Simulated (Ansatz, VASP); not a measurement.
# TiTe2: VASP beside Ansatz, part 2 of 2

One calculation is typed for both programs; each brings its own data sets. How far apart do they land? The cell is taken from a series of runs on this material, whose earlier steps may have relaxed, scaled, displaced or heated it; both programs get it as it stands.

VASP 6.6.1 and Ansatz 0.2.0.

So far: Set-up; Ansatz: zone-centre phonons, PBE.

### Step 3. VASP: zone-centre phonons, PBE

Level of this step: PBE, no spin polarisation; plane waves and PAW (Ti_sv, Te) (VASP).

The same cell, functional, mesh and smearing now go to VASP, with its own data sets.

Lines of VASP's logs that name or quote its potential files are left out, and so is its time.

Contents of INCAR:

```
SYSTEM = TiTe2
PREC = Accurate
ENCUT = 500
EDIFF = 1E-08
NELM = 120
ISMEAR = 1
SIGMA = 0.2
LREAL = .FALSE.
ALGO = Normal
GGA = PE
NBANDS = 18
LASPH = .TRUE.
LORBIT = 11
LWAVE = .FALSE.
LCHARG = .FALSE.
ISIF = 2
IBRION = 8
GGA_COMPAT = .FALSE.
KPAR = 2
```

Contents of POSCAR:

```
TiTe2
1.0
    3.7634960478      0.0000000000      0.0000000000
   -1.8817480239      3.2592831844      0.0000000000
    0.0000000000      0.0000000000      6.9825034252
Ti Te
1 2
Direct
    0.0000000000      0.0000000000      0.0000000000
    0.6666666667      0.3333333333      0.2484580961
    0.3333333333      0.6666666667      0.7515419039
```

Contents of KPOINTS:

```
Automatic mesh
0
Gamma
15 15 8
0 0 0
```

The projector-augmented-wave data sets are Ti_sv and Te (PBE family, release 64).

Command:

```
mpirun -np 2 vasp_std
```

Numbers of over 12 decimals in the logs are rounded to 6 here.

The program printed:

```text
[banner, memory and clock lines left out]
running    2 mpi-ranks, on    1 nodes
 distrk:  each k-point on    1 cores,    2 groups
 distr:  one band on    1 cores,    1 groups

 POSCAR found type information on POSCAR TiTe
 POSCAR found :  2 types and       3 ions
 LDA part: xc-table for (Slater+PW92), standard interpolation
 POSCAR, INCAR and KPOINTS ok, starting setup
 FFT: planning ... GRIDC
 FFT: planning ... GRID_SOFT
 FFT: planning ... GRID
 WAVECAR not read
 entering main loop
       N       E                     dE             d eps       ncg     rms          rms(c)
DAV:   1     0.172583977058E+03    0.17258E+03   -0.10562E+04  6920   0.119E+03
DAV:   2    -0.239946242089E+01   -0.17498E+03   -0.17128E+03  7494   0.299E+02
DAV:   3    -0.180107262785E+02   -0.15611E+02   -0.15222E+02 11012   0.835E+01
DAV:   4    -0.185322852336E+02   -0.52156E+00   -0.51966E+00  8874   0.144E+01
DAV:   5    -0.185529914506E+02   -0.20706E-01   -0.20698E-01 10474   0.268E+00    0.120E+01
DAV:   6    -0.187543470378E+02   -0.20136E+00   -0.41139E+01  7872   0.400E+01    0.154E+01
DAV:   7    -0.164966408525E+02    0.22577E+01   -0.35002E+01  8820   0.348E+01    0.562E+00
DAV:   8    -0.162280345715E+02    0.26861E+00   -0.14281E+00  7912   0.837E+00    0.193E+00
DAV:   9    -0.162492697129E+02   -0.21235E-01   -0.48211E-01  9370   0.447E+00    0.186E+00
DAV:  10    -0.162255825162E+02    0.23687E-01   -0.45407E-01  8434   0.465E+00    0.946E-01
DAV:  11    -0.162178659459E+02    0.77166E-02   -0.49437E-02  8064   0.165E+00    0.439E-01
DAV:  12    -0.162182039590E+02   -0.33801E-03   -0.26447E-03  8034   0.395E-01    0.303E-01
DAV:  13    -0.162179323206E+02    0.27164E-03   -0.95421E-04  8804   0.210E-01    0.929E-02
DAV:  14    -0.162179279651E+02    0.43555E-05   -0.39068E-05  8070   0.426E-02    0.471E-02
DAV:  15    -0.162179174963E+02    0.10469E-04   -0.19711E-05  9466   0.307E-02    0.328E-02
DAV:  16    -0.162179131732E+02    0.43231E-05   -0.24122E-05  8934   0.319E-02    0.409E-03
DAV:  17    -0.162179133409E+02   -0.16770E-06   -0.67198E-07  7856   0.566E-03    0.236E-03
DAV:  18    -0.162179134786E+02   -0.13769E-06   -0.39119E-08  8208   0.129E-03    0.209E-03
DAV:  19    -0.162179135683E+02   -0.89729E-07   -0.47820E-09  4542   0.455E-04    0.725E-04
DAV:  20    -0.162179135401E+02    0.28231E-07   -0.10216E-08  4330   0.700E-04    0.433E-04
DAV:  21    -0.162179135495E+02   -0.93441E-08   -0.15942E-09  4188   0.243E-04
   1 F= -.16217914E+02 E0= -.16218133E+02  d E =0.657450E-03
 Linear response reoptimize wavefunctions to high precision
DAV:   1    -0.162179135510E+02   -0.15175E-08   -0.26259E-10  4350   0.134E-04
DAV:   2    -0.162179135510E+02    0.27285E-11   -0.65990E-11  4178   0.603E-05
 Linear response DOF=           4
 Linear response progress:
  Degree of freedom:   1/  4
       N       E                     dE             d eps       ncg     rms          rms(c)
RMM:   1    -0.758123867632E+00   -0.75812E+00    0.10844E+01 17613   0.136E+02
RMM:   2    -0.713773405942E+00    0.44350E-01   -0.45052E-01 30401   0.518E+00    0.201E-01
RMM:   3    -0.710240470124E+00    0.35329E-02   -0.23874E-02 34751   0.114E+00    0.102E-01
RMM:   4    -0.710454323965E+00   -0.21385E-03   -0.15628E-02 41468   0.498E-01    0.386E-02
RMM:   5    -0.711820816168E+00   -0.13665E-02   -0.76393E-04 41844   0.157E-01    0.170E-02
RMM:   6    -0.712267177446E+00   -0.44636E-03   -0.22204E-04 41962   0.685E-02    0.118E-02
RMM:   7    -0.712314119394E+00   -0.46942E-04   -0.38384E-05 41465   0.319E-02    0.255E-03
RMM:   8    -0.712280421537E+00    0.33698E-04   -0.16636E-05 45890   0.159E-02    0.108E-03
RMM:   9    -0.712300522355E+00   -0.20101E-04   -0.67395E-06 45443   0.765E-03    0.270E-04
RMM:  10    -0.712300812101E+00   -0.28975E-06   -0.49638E-06 46281   0.430E-03    0.213E-04
RMM:  11    -0.712308841855E+00   -0.80298E-05   -0.34288E-06 45205   0.270E-03    0.481E-05
RMM:  12    -0.712310327203E+00   -0.14853E-05   -0.29387E-06 47077   0.185E-03    0.372E-05
RMM:  13    -0.712309352441E+00    0.97476E-06   -0.23270E-06 46564   0.139E-03    0.270E-05
RMM:  14    -0.712309262749E+00    0.89692E-07   -0.19326E-06 47325   0.111E-03    0.461E-05
RMM:  15    -0.712309286092E+00   -0.23343E-07   -0.16143E-06 45209   0.934E-04    0.490E-05
RMM:  16    -0.712309858472E+00   -0.57238E-06   -0.13261E-06 42877   0.815E-04    0.378E-05
RMM:  17    -0.712310005697E+00   -0.14722E-06   -0.11504E-06 45099   0.717E-04    0.372E-05
RMM:  18    -0.712310041132E+00   -0.35435E-07   -0.97705E-07 47430   0.642E-04    0.414E-05
RMM:  19    -0.712310124661E+00   -0.83529E-07   -0.83881E-07 44029   0.583E-04    0.491E-05
RMM:  20    -0.712310296751E+00   -0.17209E-06   -0.73224E-07 39423   0.541E-04    0.411E-05
RMM:  21    -0.712310434660E+00   -0.13791E-06   -0.63359E-07 39944   0.497E-04    0.341E-05
RMM:  22    -0.712310497944E+00   -0.63284E-07   -0.55755E-07 42717   0.453E-04    0.325E-05
RMM:  23    -0.712310484260E+00    0.13684E-07   -0.49785E-07 41669   0.418E-04    0.373E-05
 first order change of Fermi-energy  -0.10778E-02
 force on displaced ion       1 direction 1 :  -4.056   0.000   0.000
 Linear response progress:
  Degree of freedom:   2/  4
       N       E                     dE             d eps       ncg     rms          rms(c)
RMM:   1    -0.751834701824E+00   -0.75183E+00    0.20173E+01  6930   0.141E+02
RMM:   2    -0.707822460063E+00    0.44012E-01   -0.38109E-01 11514   0.449E+00    0.224E-01
RMM:   3    -0.704623284806E+00    0.31992E-02   -0.28036E-02 13487   0.109E+00    0.116E-01
RMM:   4    -0.704948938354E+00   -0.32565E-03   -0.17661E-02 15355   0.468E-01    0.530E-02
RMM:   5    -0.705982518801E+00   -0.10336E-02   -0.64976E-04 16203   0.142E-01    0.267E-02
RMM:   6    -0.706516365208E+00   -0.53385E-03   -0.20503E-04 14792   0.695E-02    0.151E-02
RMM:   7    -0.706597334929E+00   -0.80970E-04   -0.47879E-05 15439   0.354E-02    0.281E-03
RMM:   8    -0.706544923831E+00    0.52411E-04   -0.25213E-05 17252   0.174E-02    0.145E-03
RMM:   9    -0.706576026266E+00   -0.31102E-04   -0.16366E-05 17318   0.880E-03    0.522E-04
RMM:  10    -0.706575890820E+00    0.13545E-06   -0.10311E-05 17444   0.534E-03    0.421E-04
RMM:  11    -0.706588514682E+00   -0.12624E-04   -0.85104E-06 16075   0.388E-03    0.107E-04
RMM:  12    -0.706587610776E+00    0.90391E-06   -0.61764E-06 18006   0.292E-03    0.632E-05
RMM:  13    -0.706587320437E+00    0.29034E-06   -0.61195E-06 17717   0.237E-03    0.550E-05
RMM:  14    -0.706587406403E+00   -0.85965E-07   -0.53214E-06 17431   0.202E-03    0.105E-04
RMM:  15    -0.706587040043E+00    0.36636E-06   -0.63967E-06 15830   0.179E-03    0.870E-05
RMM:  16    -0.706587137304E+00   -0.97261E-07   -0.55938E-06 16721   0.159E-03    0.833E-05
RMM:  17    -0.706587365145E+00   -0.22784E-06   -0.58364E-06 16318   0.143E-03    0.773E-05
RMM:  18    -0.706587429681E+00   -0.64536E-07   -0.49188E-06 17541   0.130E-03    0.968E-05
RMM:  19    -0.706587567910E+00   -0.13823E-06   -0.44310E-06 15499   0.121E-03    0.917E-05
 first order change of Fermi-energy   0.12429E-02
 force on displaced ion       1 direction 3 :   0.000  -0.000  -9.384
 Linear response progress:
  Degree of freedom:   3/  4
       N       E                     dE             d eps       ncg     rms          rms(c)
RMM:   1    -0.431518968684E-01   -0.43152E-01    0.13576E-02 78426   0.107E+00
RMM:   2    -0.417597223843E-01    0.13922E-02   -0.34877E-03 65931   0.326E-01    0.775E-02
RMM:   3    -0.419339757396E-01   -0.17425E-03   -0.80162E-04 76435   0.131E-01    0.433E-02
RMM:   4    -0.420183975278E-01   -0.84422E-04   -0.13619E-04 81172   0.491E-02    0.317E-02
RMM:   5    -0.421612876694E-01   -0.14289E-03   -0.33364E-05 70105   0.316E-02    0.313E-03
RMM:   6    -0.421536450984E-01    0.76426E-05   -0.86125E-06 80424   0.128E-02    0.187E-03
RMM:   7    -0.421543202369E-01   -0.67514E-06   -0.27904E-06 80062   0.594E-03    0.129E-03
RMM:   8    -0.421547063469E-01   -0.38611E-06   -0.43308E-07 78952   0.301E-03    0.557E-04
RMM:   9    -0.421546954551E-01    0.10892E-07   -0.60318E-07 85226   0.148E-03    0.200E-04
RMM:  10    -0.421544091280E-01    0.28633E-06    0.93693E-08 87003   0.694E-04    0.653E-05
RMM:  11    -0.421544160583E-01   -0.69303E-08   -0.16433E-07 86596   0.364E-04    0.251E-05
RMM:  12    -0.421543772781E-01    0.38780E-07    0.53405E-08 86859   0.210E-04    0.110E-05
RMM:  13    -0.421543927893E-01   -0.15511E-07   -0.90753E-08 86092   0.132E-04    0.268E-06
RMM:  14    -0.421543856225E-01    0.71668E-08    0.55319E-09 87496   0.908E-05    0.131E-06
 first order change of Fermi-energy   0.59116E-04
 force on displaced ion       2 direction 1 :  -3.081   0.001   0.000
 Linear response progress:
  Degree of freedom:   4/  4
       N       E                     dE             d eps       ncg     rms          rms(c)
RMM:   1    -0.666815509008E-01   -0.66682E-01    0.37273E-02 16514   0.123E+00
RMM:   2    -0.650432046369E-01    0.16383E-02   -0.36712E-03 14468   0.337E-01    0.157E-01
RMM:   3    -0.652697766332E-01   -0.22657E-03   -0.11420E-03 13872   0.230E-01    0.130E-01
RMM:   4    -0.651690904471E-01    0.10069E-03   -0.44323E-04 13349   0.161E-01    0.647E-02
RMM:   5    -0.651962359586E-01   -0.27146E-04   -0.11186E-04 15667   0.601E-02    0.493E-02
RMM:   6    -0.652956611692E-01   -0.99425E-04   -0.32963E-05 14860   0.377E-02    0.551E-03
RMM:   7    -0.653005528982E-01   -0.48917E-05   -0.12795E-05 16959   0.179E-02    0.454E-03
RMM:   8    -0.653019489141E-01   -0.13960E-05   -0.40093E-06 17660   0.822E-03    0.233E-03
RMM:   9    -0.653015715359E-01    0.37738E-06   -0.21261E-06 16611   0.360E-03    0.116E-03
RMM:  10    -0.653024312174E-01   -0.85968E-06   -0.90149E-07 16713   0.210E-03    0.238E-04
RMM:  11    -0.653024848814E-01   -0.53664E-07    0.95810E-08 17078   0.900E-04    0.103E-04
RMM:  12    -0.653024777583E-01    0.71231E-08   -0.37828E-07 18105   0.437E-04    0.630E-05
RMM:  13    -0.653024407222E-01    0.37036E-07   -0.50789E-07 17061   0.251E-04    0.275E-05
RMM:  14    -0.653024446854E-01   -0.39631E-08   -0.31521E-07 18095   0.149E-04    0.110E-05
[...]
RMM:  19    -0.653024411883E-01    0.10153E-10   -0.11691E-07 16196   0.615E-05    0.180E-07
RMM:  20    -0.653024411750E-01    0.13320E-10   -0.14094E-07 14462   0.600E-05    0.111E-07
RMM:  21    -0.653024408460E-01    0.32899E-09   -0.10488E-07 13029   0.594E-05    0.184E-07
RMM:  22    -0.653024415594E-01   -0.71338E-09   -0.11495E-07 12280   0.591E-05    0.258E-07
RMM:  23    -0.653024413621E-01    0.19729E-09   -0.10033E-07 11679   0.591E-05    0.150E-07
RMM:  24    -0.653024409213E-01    0.44074E-09   -0.11783E-07 11385   0.590E-05    0.146E-07
RMM:  25    -0.653024407675E-01    0.15386E-09   -0.10615E-07 11332   0.591E-05    0.163E-07
RMM:  26    -0.653024414251E-01   -0.65759E-09   -0.12478E-07 11173   0.590E-05    0.164E-07
 first order change of Fermi-energy   0.22650E+00
 force on displaced ion       2 direction 3 :  -0.000   0.000  -6.618
 Linear response finished
```

From OUTCAR (step 3):

```text
ion  position               nearest neighbor table
   1  0.000  0.000  0.000-   2 2.78   3 2.78   3 2.78   2 2.78   2 2.78   3 2.78
   2  0.667  0.333  0.248-   1 2.78   1 2.78   1 2.78
   3  0.333  0.667  0.752-   1 2.78   1 2.78   1 2.78

  LATTYP: Found a hexagonal cell.
 ALAT       =     3.7634960478
 C/A-ratio  =     1.8553237034

 Subroutine GETGRP returns: Found 12 space group operations
 (whereof 12 operations were pure point group operations)

The static configuration has the point symmetry D_3d.

 Found    192 irreducible k-points:

   k-points           NKPTS =    192   k-points in BZ     NKDIM =    192   number of bands    NBANDS=     18

   dimension x,y,z NGX =    28 NGY =   28 NGZ =   54
   dimension x,y,z NGXF=    56 NGYF=   56 NGZF=  108

   ENCUT  =  500.0 eV  36.75 Ry    6.06 a.u.   6.86  6.86 12.73*2*pi/ulx,y,z

   NELECT =      24.0000    total number of electrons

 k-points in reciprocal lattice and weights: Automatic mesh
   0.00000000  0.00000000  0.00000000       0.001
   0.06666667 -0.00000000  0.00000000       0.003
   0.13333333 -0.00000000  0.00000000       0.003
   0.20000000  0.00000000  0.00000000       0.003
   0.26666667 -0.00000000  0.00000000       0.003
   0.33333333 -0.00000000  0.00000000       0.003
   0.40000000  0.00000000  0.00000000       0.003
   0.46666667 -0.00000000  0.00000000       0.003
   0.06666667  0.06666667  0.00000000       0.003
[...]
0.33333333  0.26666667  0.50000000       0.007
   0.33333333  0.33333333  0.50000000       0.001

 average (electrostatic) potential at core
       1 -75.5508       2 -88.0443       3 -88.0443

  Total       -0.0099701     -0.0099701      0.0015521      0.0000000     -0.0000000     -0.0000000
  in kB       -0.1865025     -0.1865025      0.0290346      0.0000000     -0.0000000     -0.0000000
  external PRESSURE =      -0.1146568 kB  Pullay stress =       0.0000000 kB

  energy-cutoff  :      500.00
  volume of cell :       85.65
      direct lattice vectors                 reciprocal lattice vectors
     3.763496048  0.000000000  0.000000000     0.265710389  0.153407965  0.000000000
    -1.881748024  3.259283184  0.000000000     0.000000000  0.306815930  0.000000000
     0.000000000  0.000000000  6.982503425     0.000000000  0.000000000  0.143215111

 POSITION                                       TOTAL-FORCE (eV/Angst)
 -----------------------------------------------------------------------------------
      0.00000      0.00000      0.00000        -0.000000      0.000000      0.000000
      1.88175      1.08643      1.73486         0.000000      0.000000      0.008770
     -0.00000      2.17286      5.24764        -0.000000     -0.000000     -0.008770
 -----------------------------------------------------------------------------------
    total drift:                                0.000000      0.000000     -0.000000

 Eigenvectors and eigenvalues of the dynamical matrix
 ----------------------------------------------------

   1 f  =    7.540179 THz    47.376340 2PiTHz  251.513289 cm-1    31.183659 meV
             X         Y         Z           dx          dy          dz
      0.000000  0.000000  0.000000    -0.000000    0.000000    0.917864
      1.881748  1.086428  1.734860    -0.000000    0.000000   -0.280647
     -0.000000  2.172855  5.247644     0.000000   -0.000000   -0.280647

   2 f  =    4.959699 THz    31.162706 2PiTHz  165.437741 cm-1    20.511656 meV
             X         Y         Z           dx          dy          dz
      0.000000  0.000000  0.000000     0.917363    0.000010    0.000000
      1.881748  1.086428  1.734860    -0.281464   -0.000003    0.000000
     -0.000000  2.172855  5.247644    -0.281464   -0.000003   -0.000000

   3 f  =    4.959699 THz    31.162706 2PiTHz  165.437741 cm-1    20.511656 meV
             X         Y         Z           dx          dy          dz
      0.000000  0.000000  0.000000     0.000010   -0.917363    0.000000
      1.881748  1.086428  1.734860    -0.000003    0.281464   -0.000000
     -0.000000  2.172855  5.247644    -0.000003    0.281464   -0.000000

   4 f  =    4.049369 THz    25.442937 2PiTHz  135.072419 cm-1    16.746838 meV
             X         Y         Z           dx          dy          dz
      0.000000  0.000000  0.000000     0.000000    0.000000    0.000000
      1.881748  1.086428  1.734860    -0.000000   -0.000000   -0.707107
     -0.000000  2.172855  5.247644     0.000000    0.000000    0.707107

   5 f  =    2.811486 THz    17.665088 2PiTHz   93.781083 cm-1    11.627367 meV
             X         Y         Z           dx          dy          dz
      0.000000  0.000000  0.000000    -0.000000    0.000000    0.000000
      1.881748  1.086428  1.734860     0.707107    0.000000    0.000000
     -0.000000  2.172855  5.247644    -0.707107   -0.000000    0.000000

   6 f  =    2.811486 THz    17.665088 2PiTHz   93.781083 cm-1    11.627367 meV
             X         Y         Z           dx          dy          dz
      0.000000  0.000000  0.000000     0.000000   -0.000000   -0.000000
      1.881748  1.086428  1.734860     0.000000   -0.707107   -0.000000
     -0.000000  2.172855  5.247644    -0.000000    0.707107   -0.000000

   7 f/i=    0.003168 THz     0.019908 2PiTHz    0.105689 cm-1     0.013104 meV
             X         Y         Z           dx          dy          dz
      0.000000  0.000000  0.000000    -0.149485    0.368915   -0.000000
      1.881748  1.086428  1.734860    -0.243605    0.601194   -0.000000
     -0.000000  2.172855  5.247644    -0.243605    0.601194   -0.000000

   8 f/i=    0.003168 THz     0.019908 2PiTHz    0.105689 cm-1     0.013104 meV
             X         Y         Z           dx          dy          dz
      0.000000  0.000000  0.000000    -0.368915   -0.149485    0.000000
      1.881748  1.086428  1.734860    -0.601194   -0.243605    0.000000
     -0.000000  2.172855  5.247644    -0.601194   -0.243605    0.000000

   9 f/i=    0.004682 THz     0.029418 2PiTHz    0.156174 cm-1     0.019363 meV
             X         Y         Z           dx          dy          dz
      0.000000  0.000000  0.000000    -0.000000   -0.000000   -0.396895
      1.881748  1.086428  1.734860    -0.000000   -0.000000   -0.649028
     -0.000000  2.172855  5.247644    -0.000000   -0.000000   -0.649028

 ELASTIC MODULI CONTR FROM IONIC RELAXATION (kBar)
 Direction    XX          YY          ZZ          XY          YZ          ZX
 --------------------------------------------------------------------------------
 XX        -236.2185   -165.1323   -401.9061     -0.0000   -125.9135     -0.0000
 YY        -165.1323   -236.2185   -401.9061      0.0000    125.9135      0.0000
 ZZ        -401.9061   -401.9061   -804.9242     -0.0000     -0.0000     -0.0000
 XY          -0.0000      0.0000     -0.0000    -35.5431     -0.0000   -105.5992
 YZ        -125.9135    125.9135     -0.0000     -0.0000   -446.0562     -0.0000
 ZX          -0.0000      0.0000     -0.0000   -105.5992     -0.0000   -313.7375
 --------------------------------------------------------------------------------
```

This run has no spin polarisation, so a moment on Ti, if there is one, isn't seen.

### Step 4. Comparison

Known differences besides the potentials themselves: the data sets hold 44 valence electrons in Ansatz (on its PAW soft_1 files) and 24 in VASP; the cutoff is 420 eV in Ansatz and 500 eV in VASP. Total energies have different zeros and are not compared.

Both answers:

```tsv
quantity	Ansatz	VASP	difference
optical mode 1 to 2 (cm⁻¹)	93.7	93.8	-0.05 %
optical mode 3 (cm⁻¹)	135.2	135.1	+0.10 %
optical mode 4 to 5 (cm⁻¹)	165.0	165.4	-0.27 %
optical mode 6 (cm⁻¹)	251.2	251.5	-0.12 %
```

Modes are paired by rising frequency, not by their patterns, so a pair may set unlike modes beside each other; they are those without the splitting of longitudinal modes.

### Step 5. What came out

| Quantity | Value |
| --- | --- |
| r.m.s. difference of the optical zone-centre modes, each program's sorted by frequency (zone-centre phonons, PBE) | 0.29 cm⁻¹ |

What this shows: The r.m.s. difference of the optical zone-centre modes, each program's sorted by frequency is 0.29 cm⁻¹ (zone-centre phonons, PBE). The data sets hold unlike numbers of valence electrons (44 in Ansatz and 24 in VASP), so part of the differences comes from the potentials. Such differences can come from data sets, numerical settings and the points named under the comparisons, not from the functional's error against experiment.

[Lines on the potential files, build, host, timing and source positions are cut from VASP's logs without a mark.]

[Logs are printed without paths, hosts, clocks, repeated set-up lines and the standing remarks that a program may print on its own settings, such as how far it seeks lower states.]

[Hosts, paths, dates, database ids (printed as entryN), source tags and the programs' standing remarks are cut or masked in the printed files.]
